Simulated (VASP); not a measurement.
# NiMoIrPdW (P3m1) in VASP: notebook

Runs on NiMoIrPdW. Level: PBE. Tasks: optical spectrum, electric field gradients, band structure.

All numbers are computed with VASP 6.6.1; they aren't measurements. Logs are shortened: lines on timing, memory, paths and dates and some standing lists are left out, and cuts for length are marked.

### 1 The structure

The structure is trigonal, space group P3m1 (No. 156). Conventional cell: a = 2.766 Å, b = 2.766 Å, c = 11.023 Å, α = 90.00°, β = 90.00°, γ = 120.00°. Ni (site symmetry 3m) is surrounded by 3 Mo at 2.60 Å and 3 Pd at 2.71 Å and 6 Ni at 2.77 Å. Around Mo (site symmetry 3m) lie 3 Ni at 2.60 Å and 6 Mo at 2.77 Å and 3 Ir at 2.82 Å. Around Pd (site symmetry 3m) lie 3 Ni at 2.71 Å and 3 W at 2.74 Å and 6 Pd at 2.77 Å. Ir (site symmetry 3m) has 3 W at 2.74 Å and 6 Ir at 2.77 Å and 3 Mo at 2.82 Å as nearest neighbours. W (site symmetry 3m) has 3 Pd at 2.74 Å and 3 Ir at 2.74 Å and 6 W at 2.77 Å as nearest neighbours.

The cell was built by a generator and needn't be a form met in nature.

### 2 Optical spectrum, PBE, collinear spin, ferromagnetic start

INCAR

```
  ALGO = Fast
  CSHIFT = 0.1
  EDIFF = 1E-6
  ENCUT = 520
  GGA = PE
  ISIF = 2
  ISMEAR = -1
  ISPIN = 2
  KPAR = 4
  LASPH = T
  LCHARG = F
  LMAXMIX = 4
  LOPTICS = T
  LORBIT = 11
  LREAL = F
  LWAVE = F
  MAGMOM = 1 1 0 0.6 0
  NBANDS = 52
  NEDOS = 2000
  NELM = 100
  PREC = Accurate
  SIGMA = 0.05
```

KPOINTS

```
k-points
0
Gamma
  11 11 3
```

POSCAR

```
NiMoIrPdW
1.0
    2.7660900000      0.0000000000      0.0000000000
   -1.3830500000      2.3955100000      0.0000000000
    0.0000000000      0.0000000000     11.0227800000
Ni Mo Pd Ir W
1 1 1 1 1
Direct
    0.3333300000      0.6666700000      0.5971100000
    0.0000000000      0.0000000000      0.4107400000
    0.6666700000      0.3333300000      0.7952000000
    0.6666700000      0.3333300000      0.1996100000
    0.3333300000      0.6666700000      0.9973400000
```

Potentials or basis: VASP PAW PBE potentials, release 64 (Ni, Mo_sv, Pd, Ir, W_sv).

Run with:

```console
$ cat potpaw_PBE.64/Ni/POTCAR potpaw_PBE.64/Mo_sv/POTCAR potpaw_PBE.64/Pd/POTCAR potpaw_PBE.64/Ir/POTCAR potpaw_PBE.64/W_sv/POTCAR > POTCAR
$ mpirun -np 4 vasp_std > vasp.out
```

OUTCAR:

```text
EDIFF = 1E-6
   ENCUT = 520
   GGA = PE
   ISIF = 2
   ISMEAR = -1
   ISPIN = 2
   LASPH = T
   LORBIT = 11
   LREAL = F
   NELM = 100
   PREC = Accurate

 ion  position               nearest neighbor table
   1  0.333  0.667  0.597-   2 2.60   2 2.60   2 2.60   3 2.71   3 2.71   3 2.71
   2  0.000  0.000  0.411-   1 2.60   1 2.60   1 2.60   4 2.82   4 2.82   4 2.82
   3  0.667  0.333  0.795-   1 2.71   1 2.71   1 2.71   5 2.74   5 2.74   5 2.74
   4  0.667  0.333  0.200-   5 2.74   5 2.74   5 2.74   2 2.82   2 2.82   2 2.82
   5  0.333  0.667  0.997-   3 2.74   3 2.74   3 2.74   4 2.74   4 2.74   4 2.74

  LATTYP: Found a hexagonal cell.
 ALAT       =     2.7660900000
 C/A-ratio  =     3.9849679512

  Lattice vectors:

 A1 = (   2.7660900000,   0.0000000000,   0.0000000000)
 A2 = (  -1.3830500000,   2.3955100000,   0.0000000000)
 A3 = (   0.0000000000,   0.0000000000,  11.0227800000)

Analysis of symmetry for initial positions (statically):
=====================================================================
 Subroutine PRICEL returns:
 Original cell was already a primitive cell.

 Routine SETGRP: Setting up the symmetry group for a
 hexagonal supercell.

 Subroutine GETGRP returns: Found  2 space group operations
 (whereof  2 operations were pure point group operations)
 out of a pool of 24 trial point group operations.

The static configuration has the point symmetry C_1h.

Analysis of symmetry for dynamics (positions and initial velocities):
=====================================================================
 Subroutine PRICEL returns:
 Original cell was already a primitive cell.

 Routine SETGRP: Setting up the symmetry group for a
 hexagonal supercell.

 Subroutine GETGRP returns: Found  2 space group operations
 (whereof  2 operations were pure point group operations)
 out of a pool of 24 trial point group operations.

The dynamic configuration has the point symmetry C_1h.

Analysis of structural, dynamic, and magnetic symmetry:
=====================================================================
 Subroutine PRICEL returns:
 Original cell was already a primitive cell.

 Routine SETGRP: Setting up the symmetry group for a
 hexagonal supercell.

 Subroutine GETGRP returns: Found  2 space group operations
 (whereof  2 operations were pure point group operations)
 out of a pool of 24 trial point group operations.

The overall configuration has the point symmetry C_1h.

 Subroutine INISYM returns: Found  2 space group operations
 (whereof  2 operations are pure point group operations),
 and found     1 'primitive' translations

----------------------------------------------------------------------------------------

                                     Primitive cell

  volume of cell :      73.0391

  direct lattice vectors                    reciprocal lattice vectors
     2.766090000  0.000000000  0.000000000     0.361521136  0.208724575  0.000000000
    -1.383050000  2.395510000  0.000000000     0.000000000  0.417447642  0.000000000
     0.000000000  0.000000000 11.022780000     0.000000000  0.000000000  0.090721216

  length of vectors
     2.766090000  2.766097515 11.022780000     0.417448776  0.417447642  0.090721216

  position of ions in fractional coordinates (direct lattice)
     0.333330000  0.666670000  0.597110000
     0.000000000  0.000000000  0.410740000
     0.666670000  0.333330000  0.795200000
[... 145 lines left out ...]
      1     -63.6488      1.00000
      2     -50.5848      1.00000
      3     -28.0408      1.00000
      4     -27.2169      1.00000
      5     -27.2169      1.00000
      6     -24.7700      1.00000
[... 1021 lines left out ...]
     39      18.0278      0.00000
     40      19.1735      0.00000

 [... further k-points ...]

 spin component 2

 k-point     1 :       0.0000    0.0000    0.0000
  band No.  band energies     occupation
      1     -63.6488      1.00000
      2     -50.5848      1.00000
      3     -28.0408      1.00000
      4     -27.2169      1.00000
      5     -27.2169      1.00000
      6     -24.7700      1.00000
[... 1021 lines left out ...]
     39      18.0278      0.00000
     40      19.1735      0.00000

 [... further k-points ...]

 [bands above 40 left out]

------------------------ aborting loop because EDIFF is reached ----------------------------------------

  FORCE on cell =-STRESS in cart. coord.  units (eV):
  Direction    XX          YY          ZZ          XY          YZ          ZX
  --------------------------------------------------------------------------------------
  -------------------------------------------------------------------------------------
  Total        0.4303983      0.4304804     -0.2442271      0.0000684      0.0000152     -0.0000267
  in kB        9.4411678      9.4429691     -5.3573365      0.0015007      0.0003341     -0.0005855
  external PRESSURE =       4.5089335 kB  Pullay stress =       0.0000000 kB

 VOLUME and BASIS-vectors are now :
 -----------------------------------------------------------------------------
  energy-cutoff  :      520.00
  volume of cell :       73.04
      direct lattice vectors                 reciprocal lattice vectors
     2.766090000  0.000000000  0.000000000     0.361521136  0.208724575  0.000000000
    -1.383050000  2.395510000  0.000000000     0.000000000  0.417447642  0.000000000
     0.000000000  0.000000000 11.022780000     0.000000000  0.000000000  0.090721216

 POSITION                                       TOTAL-FORCE (eV/Angst)
 -----------------------------------------------------------------------------------
     -0.00002      1.59701      6.58181         0.000036     -0.000021     -0.025140
      0.00000      0.00000      4.52750         0.000001     -0.000001     -0.064775
      1.38306      0.79850      8.76531        -0.000077      0.000044     -0.093760
      1.38306      0.79850      2.20026        -0.000099      0.000057      0.039270
     -0.00002      1.59701     10.99346         0.000138     -0.000080      0.144404
 -----------------------------------------------------------------------------------
    total drift:                               -0.000000     -0.000001     -0.000197

  FREE ENERGIE OF THE ION-ELECTRON SYSTEM (eV)
  ---------------------------------------------------
  free  energy   TOTEN  =       -43.3985979508 eV

  energy  without entropy=      -43.3527897623  energy(sigma->0) =      -43.37569386

 electrical conductivity sigma (Mega S m-1) (frequency dependency in vasprun.xml)
  --------------------------------------------------------------------------------------
         NaN         NaN         NaN
         NaN         NaN         NaN
         NaN         NaN         NaN

  frequency dependent IMAGINARY DIELECTRIC FUNCTION (independent particle, no local field effects) density-density
     E(ev)      X         Y         Z        XY        YZ        ZX
  --------------------------------------------------------------------------------------------------------------
     0.00000     0.00000     0.00000     0.00000     0.00000     0.00000     0.00000
     1.14383    54.94846    54.94899    49.31207     0.00011     0.07326     0.12636
     2.28766    28.52793    28.52796    28.92060    -0.00015     0.12779     0.22154
     3.43149    14.77829    14.77832    18.05838    -0.00007     0.08190     0.14199
     4.57532    11.39245    11.39257    11.45214     0.00003    -0.10076    -0.17454
     5.71914     7.57439     7.57442     8.39081    -0.00002     0.04155     0.07204
[... 92 lines left out ...]
   112.09523     0.00010     0.00010     0.00011     0.00000     0.00000     0.00000
   113.23906     0.00010     0.00010     0.00010     0.00000     0.00000     0.00000

  frequency dependent      REAL DIELECTRIC FUNCTION (independent particle, no local field effects) density-density
     E(ev)        X           Y           Z          XY          YZ          ZX
  --------------------------------------------------------------------------------------------------------------
     0.00000   230.71479   230.71561   168.81964    -0.00073    -0.58401    -1.01207
     1.14383     6.73271     6.73267     7.59732    -0.00007     0.43967     0.76132
     2.28766    -7.25126    -7.25120     3.42317     0.00010    -0.03678    -0.06338
     3.43149    -3.88596    -3.88589    -3.18577     0.00009    -0.02740    -0.04767
     4.57532    -4.75918    -4.75901    -4.38860     0.00018    -0.06279    -0.10890
     5.71914    -4.33416    -4.33401    -4.05077     0.00016     0.07723     0.13368
[... 92 lines left out ...]
   112.09523     0.94606     0.94606     0.94270    -0.00000    -0.00000     0.00000
   113.23906     0.94720     0.94719     0.94390    -0.00000    -0.00000     0.00000

  frequency dependent IMAGINARY DIELECTRIC FUNCTION (independent particle, no local field effects) current-current
     E(ev)      X         Y         Z        XY        YZ        ZX
  --------------------------------------------------------------------------------------------------------------
     0.00000   923.08931   923.08551   675.90119    -0.00909    -3.38851    -5.87011
     1.14383    55.29658    55.29707    49.51210     0.00008     0.17783     0.30739
     2.28766    27.58647    27.58651    29.14976    -0.00014     0.12257     0.21253
     3.43149    14.48127    14.48129    17.80660    -0.00007     0.08133     0.14100
     4.57532    11.11887    11.11899    11.21492     0.00004    -0.10429    -0.18066
     5.71914     7.38008     7.38012     8.21725    -0.00002     0.04561     0.07908
[... 92 lines left out ...]
   112.09523     0.00000     0.00000     0.00000     0.00000     0.00000     0.00000
   113.23906     0.00000     0.00000     0.00000     0.00000     0.00000     0.00000

  frequency dependent      REAL DIELECTRIC FUNCTION (independent particle, no local field effects) current-current
     E(ev)        X           Y           Z          XY          YZ          ZX
  --------------------------------------------------------------------------------------------------------------
     0.00000    60.78157    60.78385    68.30523     0.00160     0.62869     1.08722
     1.14383    -1.90228    -1.90242    -0.50913    -0.00011     0.40119     0.69479
     2.28766    -9.44659    -9.44652     1.05522     0.00012    -0.05554    -0.09589
     3.43149    -4.57154    -4.57147    -4.14718     0.00010    -0.03487    -0.06061
     4.57532    -5.18206    -5.18190    -4.82855     0.00018    -0.05867    -0.10176
     5.71914    -4.54685    -4.54670    -4.31748     0.00017     0.07427     0.12856
[... 92 lines left out ...]
   112.09523     0.94619     0.94619     0.94278    -0.00000    -0.00000    -0.00000
   113.23906     0.94732     0.94732     0.94398    -0.00000    -0.00000    -0.00000

 total charge

# of ion       s       p       d       tot
------------------------------------------
    1        0.464   0.395   8.314   9.173
    2        2.376   6.183   3.897  12.456
    3        0.535   0.559   8.483   9.577
    4        0.690   0.724   6.973   8.387
    5        2.410   6.309   3.352  12.072
--------------------------------------------------
tot          6.475  14.170  31.019  51.665

 magnetization (x)

# of ion       s       p       d       tot
------------------------------------------
    1       -0.000   0.000  -0.000  -0.000
    2       -0.000   0.000  -0.000  -0.000
    3       -0.000   0.000  -0.000  -0.000
    4        0.000   0.000   0.000   0.000
    5       -0.000   0.000  -0.000  -0.000
--------------------------------------------------
tot         -0.000   0.000  -0.000  -0.000
```

Run time: 8.6 min. Hardware: 4 MPI ranks of Intel Xeon Platinum 8488C (Sapphire Rapids), shared host; peak memory 1.5 GiB.

What came out:

- Free energy: -43.3986 eV
- Pressure: 0.5 GPa
- Largest force: 0.144 eV/Å
- Band gap on the k mesh: none (metal or under the smearing width)
- Net moment: 0.00 μB per cell
- Valence electrons inside the program's atomic spheres: Ni 9.17; Mo 12.46; Pd 9.58; Ir 8.39; W 12.07

Forces on the atoms (eV/Å):
```
Ni   0.000  0.000 -0.025
Mo   0.000  0.000 -0.065
Pd   0.000  0.000 -0.094
Ir   0.000  0.000  0.039
W    0.000  0.000  0.144
```

Levels at points of the mesh, in eV from the Fermi level:
Spin up:
| k point | band 24 | band 25 | band 26 | band 27 | band 28 | band 29 | band 30 | band 31 | band 32 | band 33 |
| --- | --- | --- | --- | --- | --- | --- | --- | --- | --- | --- |
| (0.00, 0.00, 0.00) | -1.72 | -1.47 | -1.47 | -1.06 | -1.06 | -0.92 | -0.33 | -0.33 | -0.20 | 0.37 |
Spin down:
| k point | band 24 | band 25 | band 26 | band 27 | band 28 | band 29 | band 30 | band 31 | band 32 | band 33 |
| --- | --- | --- | --- | --- | --- | --- | --- | --- | --- | --- |
| (0.00, 0.00, 0.00) | -1.72 | -1.47 | -1.47 | -1.06 | -1.06 | -0.92 | -0.33 | -0.33 | -0.20 | 0.37 |

Dielectric function (mean over the directions given):
| energy (eV) | real part | imaginary part |
| --- | --- | --- |
| 0.29 | 119.02 | 132.00 |
| 0.74 | 27.92 | 79.02 |
| 1.26 | 4.88 | 47.57 |
| 1.77 | 2.89 | 38.09 |
| 2.29 | -3.69 | 28.66 |
| 2.80 | -5.11 | 21.52 |
| 3.26 | -4.66 | 17.05 |
| 3.77 | -4.23 | 15.65 |
| 4.29 | -4.52 | 12.58 |
| 4.80 | -4.84 | 10.45 |
| 5.32 | -4.36 | 9.13 |
| 5.83 | -4.36 | 7.65 |
| 6.29 | -4.31 | 5.76 |
| 6.81 | -3.77 | 5.02 |
| 7.32 | -3.11 | 3.78 |
| 7.84 | -2.38 | 3.36 |
| 8.35 | -1.84 | 2.88 |
| 8.81 | -1.21 | 2.67 |
| 9.32 | -0.82 | 2.65 |
| 9.84 | -0.82 | 2.69 |
| 10.35 | -0.83 | 2.59 |
| 10.87 | -0.64 | 2.47 |
| 11.38 | -0.44 | 2.19 |
| 11.84 | -0.31 | 2.20 |
| 12.35 | -0.11 | 2.20 |
| 12.87 | -0.06 | 2.11 |
| 13.38 | -0.02 | 2.03 |
| 13.90 | 0.08 | 2.00 |
| 14.36 | 0.24 | 2.02 |
| 14.87 | 0.20 | 2.26 |
| 15.38 | 0.21 | 2.24 |
| 15.90 | 0.31 | 2.24 |
| 16.41 | 0.20 | 2.43 |
| 16.93 | -0.02 | 2.63 |
| 17.39 | -0.44 | 2.64 |
| 17.90 | -0.69 | 2.53 |
| 18.42 | -0.94 | 2.27 |
| 18.93 | -1.23 | 2.07 |
| 19.45 | -1.25 | 1.64 |
| 19.96 | -1.18 | 1.40 |

Caveat: spectra need much finer meshes, so this one isn't converged; independent-particle spectra lack excitons; the intraband (Drude) part of a metal's response may be missing.

(Part 1 of 2 ends here.)
